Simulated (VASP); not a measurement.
Output of a VASP run:

### OSZICAR
```
...
DAV:  10    -0.202417742933E+03   -0.38387E-07   -0.11730E-06  1122   0.739E-03
   2 F= -.20241774E+03 E0= -.20241770E+03  d E =0.258477E-02
       N       E                     dE             d eps       ncg     rms          rms(c)
DAV:   1    -0.202445437375E+03   -0.27694E-01   -0.76980E-01  1802   0.692E+00    0.137E+00
DAV:   2    -0.202428408320E+03    0.17029E-01   -0.53026E-02  1806   0.151E+00    0.500E-01
DAV:   3    -0.202425967268E+03    0.24411E-02   -0.10101E-02  2172   0.635E-01    0.141E-01
DAV:   4    -0.202424854731E+03    0.11125E-02   -0.68785E-03  2008   0.363E-01    0.749E-02
DAV:   5    -0.202425229561E+03   -0.37483E-03   -0.46154E-03  1942   0.369E-01    0.672E-02
DAV:   6    -0.202425563646E+03   -0.33409E-03   -0.94148E-04  1902   0.162E-01    0.277E-02
DAV:   7    -0.202425576927E+03   -0.13280E-04   -0.59796E-05  1864   0.525E-02    0.710E-03
DAV:   8    -0.202425597540E+03   -0.20613E-04   -0.21943E-05  1940   0.318E-02    0.293E-03
DAV:   9    -0.202425599572E+03   -0.20318E-05   -0.53688E-06  1656   0.163E-02    0.123E-03
DAV:  10    -0.202425599873E+03   -0.30094E-06   -0.39922E-07   954   0.504E-03
   3 F= -.20242560E+03 E0= -.20242535E+03  d E =-.527217E-02
       N       E                     dE             d eps       ncg     rms          rms(c)
DAV:   1    -0.202427732290E+03   -0.21327E-02   -0.10191E-01  1780   0.185E+00    0.254E-01
DAV:   2    -0.202426353930E+03    0.13784E-02   -0.27495E-03  2084   0.334E-01    0.124E-01
DAV:   3    -0.202426177877E+03    0.17605E-03   -0.90658E-04  1982   0.209E-01    0.475E-02
DAV:   4    -0.202426157582E+03    0.20295E-04   -0.25894E-04  2008   0.942E-02    0.247E-02
DAV:   5    -0.202426192492E+03   -0.34911E-04   -0.15235E-04  1914   0.789E-02    0.189E-02
DAV:   6    -0.202426222961E+03   -0.30469E-04   -0.34295E-05  1826   0.350E-02    0.270E-03
DAV:   7    -0.202426228792E+03   -0.58309E-05   -0.19537E-06  1334   0.949E-03    0.149E-03
DAV:   8    -0.202426226658E+03    0.21339E-05   -0.28565E-07   944   0.360E-03    0.112E-03
DAV:   9    -0.202426226410E+03    0.24810E-06   -0.14060E-07   930   0.231E-03
   4 F= -.20242623E+03 E0= -.20242622E+03  d E =-.626537E-03
       N       E                     dE             d eps       ncg     rms          rms(c)
DAV:   1    -0.202426355127E+03   -0.12847E-03   -0.48867E-03  1784   0.405E-01    0.556E-02
DAV:   2    -0.202426293927E+03    0.61200E-04   -0.13279E-04  2080   0.738E-02    0.272E-02
DAV:   3    -0.202426275704E+03    0.18223E-04   -0.43704E-05  1998   0.460E-02    0.104E-02
DAV:   4    -0.202426280692E+03   -0.49881E-05   -0.12307E-05  2000   0.206E-02    0.541E-03
DAV:   5    -0.202426275916E+03    0.47758E-05   -0.71724E-06  1888   0.171E-02    0.412E-03
DAV:   6    -0.202426281716E+03   -0.57999E-05   -0.15769E-06  1048   0.771E-03    0.671E-04
DAV:   7    -0.202426280541E+03    0.11754E-05   -0.14548E-07   920   0.279E-03    0.258E-04
DAV:   8    -0.202426280951E+03   -0.40987E-06   -0.29450E-08   898   0.108E-03
   5 F= -.20242628E+03 E0= -.20242622E+03  d E =-.681078E-03
       N       E                     dE             d eps       ncg     rms          rms(c)
DAV:   1    -0.202426393990E+03   -0.11345E-03   -0.36760E-03  1782   0.311E-01    0.448E-02
DAV:   2    -0.202426401636E+03   -0.76451E-05   -0.15496E-04  2046   0.663E-02    0.174E-02
DAV:   3    -0.202426400766E+03    0.86986E-06   -0.81968E-06  1994   0.181E-02
   6 F= -.20242640E+03 E0= -.20242637E+03  d E =-.119815E-03
```

OUTCAR:
```
------------------------ aborting loop because EDIFF is reached ----------------------------------------
  FORCE on cell =-STRESS in cart. coord.  units (eV):
  Direction    XX          YY          ZZ          XY          YZ          ZX
  --------------------------------------------------------------------------------------
  Total       -0.0247761     -0.0247761      0.0244586      0.0000000      0.0000000      0.0000000
  in kB       -0.3058713     -0.3058713      0.3019517      0.0000000      0.0000000      0.0000000
  external PRESSURE =      -0.1032636 kB  Pullay stress =       0.0000000 kB
  volume of cell :      129.78
      direct lattice vectors                 reciprocal lattice vectors
     4.777000379 -0.000000000  0.000000000     0.209336387  0.120860410  0.000000000
    -2.388500190  4.137004015 -0.000000000     0.000000000  0.241720819  0.000000000
     0.000000000 -0.000000000  6.566939297    -0.000000000  0.000000000  0.152277942
 POSITION                                       TOTAL-FORCE (eV/Angst)
 -----------------------------------------------------------------------------------
     -1.19425      2.06850      2.18898        -0.000000      0.000000      0.000000
      2.38850     -0.00000      6.56694        -0.000000      0.000000      0.000000
      1.19425      2.06850      4.37796        -0.000000      0.000000     -0.000000
      2.38850      2.82447      6.56694        -0.000000      0.006438     -0.000000
     -1.25181      3.48074      4.37796        -0.005576      0.003219     -0.000000
      1.13669      0.65627      2.18898        -0.005576     -0.003219      0.000000
      0.00000      1.31253      6.56694         0.000000     -0.006438     -0.000000
      3.64031      0.65627      4.37796         0.005576     -0.003219     -0.000000
      1.25181      3.48074      2.18898         0.005576      0.003219     -0.000000
 -----------------------------------------------------------------------------------
    total drift:                                0.000000     -0.000000     -0.000851
  FREE ENERGIE OF THE ION-ELECTRON SYSTEM (eV)
  ---------------------------------------------------
  free  energy   TOTEN  =      -202.4264007656 eV

  energy  without entropy=     -202.4263085615  energy(sigma->0) =     -202.42637003

 reached required accuracy - stopping structural energy minimisation
```
(Selected blocks of OUTCAR.)

File POSCAR:
```
TaSi2
1
    4.7570525479    -0.0000000000     0.0000000000
   -2.3785262740     4.1197286817    -0.0000000000
   -0.0000000000     0.0000000000     6.5719659639
Ta Si
3 6
Direct
  0.0000000000   0.5000000000   0.3333330000
  0.5000000000   0.0000000000   0.0000000000
  0.5000000000   0.5000000000   0.6666670000
  0.8409609123   0.6819218247   0.0000000000
  0.1590390877   0.8409609123   0.6666670000
  0.3180781753   0.1590390877   0.3333330000
  0.1590390877   0.3180781753   0.0000000000
  0.8409609123   0.1590390877   0.6666670000
  0.6819218247   0.8409609123   0.3333330000
```

### Question
Write an INCAR and KPOINTS that could have produced this output.

### Answer
One answer among several that fit: the input of the run itself, r2SCAN meta-GGA, plane waves, VASP's PBE PAW potentials (set 64).

File KPOINTS:
```
Automatic mesh
0
Gamma
7 7 4
0 0 0
```

**INCAR**
```
SIGMA = 0.1   ! width (eV)
PREC = Accurate
LMAXMIX = 6
METAGGA = R2SCAN
LASPH = T   ! aspherical one-centre terms
ISMEAR = 1
ALGO = Normal   ! blocked Davidson
IBRION = 2   ! conjugate gradients
NELM = 100
LMIXTAU = T
LWAVE = F
NSW = 60
EDIFF = 1E-6
LREAL = F   ! projection in real space or not
ISIF = 3
SYSTEM = TaSi2
EDIFFG = -0.02
ENCUT = 400   ! plane-wave cut-off (eV)
LCHARG = F
```

POTCAR, in this order: Ta_pv Si (PBE.64 set). Program: vasp_std.

The structure comes from a computed database's TaSi2 entry (P6_422); how it stands against other phases isn't given here. This run relaxes it. Symmetry was kept, so distortions that lower it aren't found. The start is the result of an earlier pass. The electron count is odd and the run is not spin-polarised, which forces a metal.
